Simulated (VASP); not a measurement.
Output of a VASP run:

File OSZICAR:
```
       N       E                     dE             d eps       ncg     rms          rms(c)
DAV:   1     0.184489462133E+03    0.18449E+03   -0.14858E+04   720   0.167E+03
DAV:   2    -0.426407284435E+02   -0.22713E+03   -0.22308E+03   992   0.354E+02
DAV:   3    -0.499209948937E+02   -0.72803E+01   -0.72625E+01  1030   0.664E+01
DAV:   4    -0.501852671868E+02   -0.26427E+00   -0.26406E+00  1198   0.877E+00
DAV:   5    -0.501876334793E+02   -0.23663E-02   -0.23651E-02   988   0.893E-01    0.101E+01
DAV:   6    -0.458243875077E+02    0.43632E+01   -0.73177E+00   940   0.145E+01    0.522E+00
DAV:   7    -0.450252608492E+02    0.79913E+00   -0.50059E+00   962   0.107E+01    0.149E+00
DAV:   8    -0.450411382718E+02   -0.15877E-01   -0.77213E-01  1034   0.544E+00    0.731E-01
DAV:   9    -0.450206660064E+02    0.20472E-01   -0.96814E-02   986   0.170E+00    0.160E-01
DAV:  10    -0.450216127386E+02   -0.94673E-03   -0.15472E-02  1184   0.616E-01    0.115E-01
DAV:  11    -0.450216288277E+02   -0.16089E-04   -0.11387E-03   992   0.229E-01    0.455E-02
DAV:  12    -0.450216316898E+02   -0.28621E-05   -0.14199E-04   914   0.814E-02    0.175E-02
DAV:  13    -0.450216361297E+02   -0.44399E-05   -0.33669E-05   960   0.376E-02    0.427E-03
DAV:  14    -0.450216362640E+02   -0.13429E-06   -0.18223E-06   938   0.887E-03
   1 F= -.45021636E+02 E0= -.45021469E+02  d E =-.450216E+02
```

File OUTCAR:
```
------------------------ aborting loop because EDIFF is reached ----------------------------------------
  FORCE on cell =-STRESS in cart. coord.  units (eV):
  Direction    XX          YY          ZZ          XY          YZ          ZX
  --------------------------------------------------------------------------------------
  Total       -0.0035437     -0.0035437     -0.0035437      0.0000000     -0.0000000      0.0000000
  in kB       -0.0795514     -0.0795514     -0.0795514      0.0000000     -0.0000000      0.0000000
  external PRESSURE =      -0.0795514 kB  Pullay stress =       0.0000000 kB
  volume of cell :       71.37
      direct lattice vectors                 reciprocal lattice vectors
     4.148010303  0.000000000  0.000000000     0.241079440  0.000000000  0.000000000
     0.000000000  4.148010303  0.000000000     0.000000000  0.241079440  0.000000000
     0.000000000  0.000000000  4.148010303     0.000000000  0.000000000  0.241079440
 POSITION                                       TOTAL-FORCE (eV/Angst)
 -----------------------------------------------------------------------------------
      0.00000      0.00000      0.00000         0.000000     -0.000000      0.000000
      3.31176      2.07401      2.07401        -0.000688     -0.000000      0.000000
      2.07401      0.83625      2.07401         0.000000      0.000688      0.000000
      2.07401      3.31176      2.07401        -0.000000     -0.000688      0.000000
      0.83625      2.07401      2.07401         0.000688      0.000000      0.000000
      2.07401      2.07401      3.31176         0.000000     -0.000000     -0.000688
      2.07401      2.07401      0.83625        -0.000000      0.000000      0.000688
 -----------------------------------------------------------------------------------
    total drift:                                0.000000     -0.000000      0.000000
  FREE ENERGIE OF THE ION-ELECTRON SYSTEM (eV)
  ---------------------------------------------------
  free  energy   TOTEN  =       -45.0216362640 eV

  energy  without entropy=      -45.0213014450  energy(sigma->0) =      -45.02146885

 reached required accuracy - stopping structural energy minimisation
```
(Selected blocks of OUTCAR.)

File POSCAR:
```
CaB6
1
    4.1480103025    -0.0000000000     0.0000000000
    0.0000000000     4.1480103025     0.0000000000
    0.0000000000    -0.0000000000     4.1480103025
Ca B
1 6
Direct
  0.0000000000   0.0000000000   1.0000000000
  0.7983982681   0.5000000000   0.5000000000
  0.5000000000   0.2016017319   0.5000000000
  0.5000000000   0.7983982681   0.5000000000
  0.2016017319   0.5000000000   0.5000000000
  0.5000000000   0.5000000000   0.7983982681
  0.5000000000   0.5000000000   0.2016017319
```

### Question
Reconstruct the remaining input files.

### Answer
This is not unique; one that fits is the input of the run itself, PBE GGA, plane waves, VASP's PBE PAW potentials (set 64).

### INCAR
```
SYSTEM  =  CaB6
PREC  =  Accurate; ENCUT  =  620; LREAL  =  .FALSE.
LASPH  =  .TRUE.
EDIFF  =  1E-6; NELM  =  100; ALGO  =  Normal
ISMEAR  =  0; SIGMA  =  0.05
GGA  =  PE
IBRION  =  2; NSW  =  40; ISIF  =  3
EDIFFG  =  -0.02
LWAVE  =  .FALSE.; LCHARG  =  .FALSE.
```

File KPOINTS:
```
K-points
0
G
6 6 6
0 0 0
```

POTCAR, in this order: Ca_sv B (PBE.64 set). Program: vasp_std.

The compound is CaB6 in the cab6 structure. It was relaxed first.
